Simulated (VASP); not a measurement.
Here is the system:

```
CELL_PARAMETERS angstrom
      4.09907     0.00000     0.00000
      0.00000     4.09907     0.00000
      0.00000     0.00000     4.09907
ATOMIC_POSITIONS crystal
  La 0.00000 0.00000 0.00000
  B  0.80013 0.50000 0.50000
  B  0.50000 0.19987 0.50000
  B  0.50000 0.80013 0.50000
  B  0.19987 0.50000 0.50000
  B  0.50000 0.50000 0.80013
  B  0.50000 0.50000 0.19987
```

Computed with LDA (Ceperley-Alder, Perdew-Zunger), VASP's LDA PAW potentials (set 64) (plane waves; VASP). Settings: 620 eV cut-off, 8×8×8 Γ-centred mesh, first-order Methfessel-Paxton smearing of 0.10 eV, potentials La B.

Energy and stress use the plane-wave basis of the starting cell.

Question: The ions, cell shape and volume at an external pressure of 5.0 GPa are relaxed. Predict the relaxed structure.

Answer: 
```
CELL_PARAMETERS angstrom
      4.06459     0.00000     0.00000
      0.00000     4.06459     0.00000
      0.00000     0.00000     4.06459
ATOMIC_POSITIONS crystal
  La 0.00000 0.00000 0.00000
  B  0.80046 0.50000 0.50000
  B  0.50000 0.19954 0.50000
  B  0.50000 0.80046 0.50000
  B  0.19954 0.50000 0.50000
  B  0.50000 0.50000 0.80046
  B  0.50000 0.50000 0.19954
```
Space group Pm-3m (221), at a tolerance of 0.03 Å.

Question: How do energy and volume change from the first to the last step?

Answer: The energy (σ→0) changes by +3.7 meV/atom and the volume by -2.5 %, in 5 ionic steps.

The compound is LaB6 in the cab6 structure. This run relaxes it under an external pressure of 5 GPa. Symmetry was kept, so distortions that lower it aren't found. The electron count is odd and the run is not spin-polarised, which forces a metal.
